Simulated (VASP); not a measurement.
Crystal: CdF2.

```xyz
3
Lattice="0.0000 2.6942 2.6942 2.6942 0.0000 2.6942 2.6942 2.6942 0.0000" Properties=species:S:1:pos:R:3 pbc="T T T"
Cd    0.0000    0.0000    0.0000
F     1.3471    1.3471    1.3471
F     4.0413    4.0413    4.0413
```

The cell was built by a generator and needn't be a form met in nature.

Base run:

```yaml
Program: VASP 6.6.1
Functional: r2SCAN
Potentials_or_basis: VASP PAW PBE potentials, release 64 (Cd, F)
Cutoff: 520 eV
k_mesh: 6 × 6 × 6
Occupations: gaussian, width 0.01 eV
Spin: no spin polarisation
```

Its results: band gap on the k mesh 3.77 eV, indirect (least direct gap 4.25 eV); pressure 1.0 GPa.

The run is repeated on the same cell with these changes: functional from r2SCAN to PBE. What comes out?

Band gap on the k mesh 3.09 eV, indirect (least direct gap 3.57 eV); pressure 6.2 GPa.

r2SCAN gives the wider gap, since meta-GGAs in the generalised Kohn-Sham scheme recover part of the derivative discontinuity.

Caveats: the PAW data sets were made with another functional, which shifts forces and pressure a little (some runs).

A k mesh can miss the band edges.
